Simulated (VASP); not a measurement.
Computed with optB88-vdW, VASP's PBE PAW potentials (set 64) (plane waves; VASP).

VASP ran on this input.

**INCAR**
```
SYSTEM = CuAu
PREC = Accurate
ENCUT = 520
EDIFF = 1E-6
NELM = 100
ALGO = Normal
LREAL = .FALSE.
LASPH = .TRUE.
ISMEAR = 1
SIGMA = 0.1
GGA = BO
PARAM1 = 0.1833333333
PARAM2 = 0.22
LUSE_VDW = .TRUE.
AGGAC = 0.0
LMAXMIX = 6
LWAVE = .FALSE.
LCHARG = .FALSE.
IBRION = 2
ISIF = 3
NSW = 60
EDIFFG = -0.01
```

### POSCAR
```
CuAu
1
    2.8908477923    -0.0000000000     0.0000000000
    0.0000000000     2.8908477923    -0.0000000000
    0.0000000000     0.0000000000     3.5964030829
Cu Au
1 1
Direct
  0.0000000000   0.0000000000   0.0000000000
  0.5000000000   0.5000000000   0.5000000000
```

### KPOINTS
```
Automatic mesh
0
Gamma
11 11 9
0 0 0
```

POTCAR, in this order: Cu Au (PBE.64 set). Program: vasp_std.

The run wrote:

### OSZICAR
```
       N       E                     dE             d eps       ncg     rms          rms(c)
DAV:   1     0.138300159728E+03    0.13830E+03   -0.11457E+04  3294   0.208E+03
DAV:   2     0.273346313903E+01   -0.13557E+03   -0.12897E+03  3206   0.337E+02
DAV:   3    -0.222656421454E+01   -0.49600E+01   -0.48968E+01  4025   0.748E+01
DAV:   4    -0.227723564303E+01   -0.50671E-01   -0.50660E-01  3532   0.656E+00
DAV:   5    -0.227882715103E+01   -0.15915E-02   -0.15915E-02  4644   0.127E+00    0.100E+01
DAV:   6    -0.175145519642E+01    0.52737E+00   -0.66365E+00  3274   0.741E+01    0.486E+00
DAV:   7    -0.149655093351E+01    0.25490E+00   -0.25599E+00  3810   0.793E+01    0.506E+00
DAV:   8    -0.143948164328E+01    0.57069E-01   -0.23517E-01  4092   0.141E+01    0.253E+00
DAV:   9    -0.143346022001E+01    0.60214E-02   -0.23181E-02  4863   0.341E+00    0.241E-01
DAV:  10    -0.143293281728E+01    0.52740E-03   -0.41372E-03  4607   0.879E-01    0.995E-02
DAV:  11    -0.143293072719E+01    0.20901E-05   -0.10227E-04  4264   0.163E-01    0.345E-02
DAV:  12    -0.143292652496E+01    0.42022E-05   -0.71250E-06  4746   0.714E-02    0.415E-03
DAV:  13    -0.143292633389E+01    0.19107E-06   -0.79086E-07  2023   0.317E-02
   1 F= -.14329263E+01 E0= -.14327642E+01  d E =-.143293E+01
       N       E                     dE             d eps       ncg     rms          rms(c)
DAV:   1    -0.143621007755E+01   -0.32836E-02   -0.51882E-02  3238   0.475E+00    0.434E-01
DAV:   2    -0.143414229228E+01    0.20678E-02   -0.25999E-02  3172   0.501E+00    0.232E-01
DAV:   3    -0.143306515187E+01    0.10771E-02   -0.10119E-02  3383   0.382E+00    0.159E-01
DAV:   4    -0.143291040104E+01    0.15475E-03   -0.52634E-04  4159   0.751E-01    0.808E-02
DAV:   5    -0.143288283274E+01    0.27568E-04   -0.13093E-04  4740   0.351E-01    0.219E-02
DAV:   6    -0.143287899520E+01    0.38375E-05   -0.21352E-05  4801   0.115E-01    0.160E-03
DAV:   7    -0.143287895683E+01    0.38367E-07   -0.45391E-07  1736   0.107E-02
   2 F= -.14328790E+01 E0= -.14327253E+01  d E =0.473771E-04
       N       E                     dE             d eps       ncg     rms          rms(c)
DAV:   1    -0.143459497259E+01   -0.17160E-02   -0.25967E-02  3246   0.338E+00    0.305E-01
DAV:   2    -0.143354252312E+01    0.10524E-02   -0.12540E-02  3150   0.351E+00    0.160E-01
DAV:   3    -0.143303922085E+01    0.50330E-03   -0.49824E-03  3372   0.260E+00    0.115E-01
DAV:   4    -0.143295493583E+01    0.84285E-04   -0.26410E-04  4087   0.552E-01    0.581E-02
DAV:   5    -0.143293814096E+01    0.16795E-04   -0.68235E-05  4674   0.260E-01    0.157E-02
DAV:   6    -0.143293660504E+01    0.15359E-05   -0.10776E-05  4774   0.853E-02    0.120E-03
DAV:   7    -0.143293669018E+01   -0.85140E-07   -0.22814E-07  1645   0.861E-03
   3 F= -.14329367E+01 E0= -.14327771E+01  d E =-.103563E-04
```

OUTCAR:
```
------------------------ aborting loop because EDIFF is reached ----------------------------------------
  FORCE on cell =-STRESS in cart. coord.  units (eV):
  Direction    XX          YY          ZZ          XY          YZ          ZX
  --------------------------------------------------------------------------------------
  Total        0.0138278      0.0138278     -0.0061252      0.0000000     -0.0000000      0.0000000
  in kB        0.7377857      0.7377857     -0.3268109      0.0000000     -0.0000000      0.0000000
  external PRESSURE =       0.3829201 kB  Pullay stress =       0.0000000 kB
  volume of cell :       30.03
      direct lattice vectors                 reciprocal lattice vectors
     2.890115183  0.000000000 -0.000000000     0.346006971 -0.000000000 -0.000000000
     0.000000000  2.890115183 -0.000000000    -0.000000000  0.346006971 -0.000000000
     0.000000000  0.000000000  3.595041394     0.000000000  0.000000000  0.278160914
 POSITION                                       TOTAL-FORCE (eV/Angst)
 -----------------------------------------------------------------------------------
      0.00000      0.00000      0.00000         0.000000      0.000000      0.000000
      1.44506      1.44506      1.79752        -0.000000     -0.000000      0.000000
 -----------------------------------------------------------------------------------
    total drift:                                0.000000      0.000000     -0.000000
  FREE ENERGIE OF THE ION-ELECTRON SYSTEM (eV)
  ---------------------------------------------------
  free  energy   TOTEN  =        -1.4329366902 eV

  energy  without entropy=       -1.4324577884  energy(sigma->0) =       -1.43277706

 reached required accuracy - stopping structural energy minimisation
```
(Selected blocks of OUTCAR.)

CONTCAR:
```
CuAu
   1.00000000000000
     2.8901151830899767    0.0000000000000000   -0.0000000000000000
     0.0000000000000000    2.8901151830899767   -0.0000000000000000
     0.0000000000000000    0.0000000000000000    3.5950413939495331
  Cu              Au
     1     1
Direct
     0.0000000000000000    0.0000000000000000    0.0000000000000000
     0.5000000000000000    0.5000000000000000    0.5000000000000000
```

The compound is CuAu in the L1_0 structure. This run relaxes it. Symmetry was kept, so distortions that lower it aren't found. The start is the result of an earlier pass.
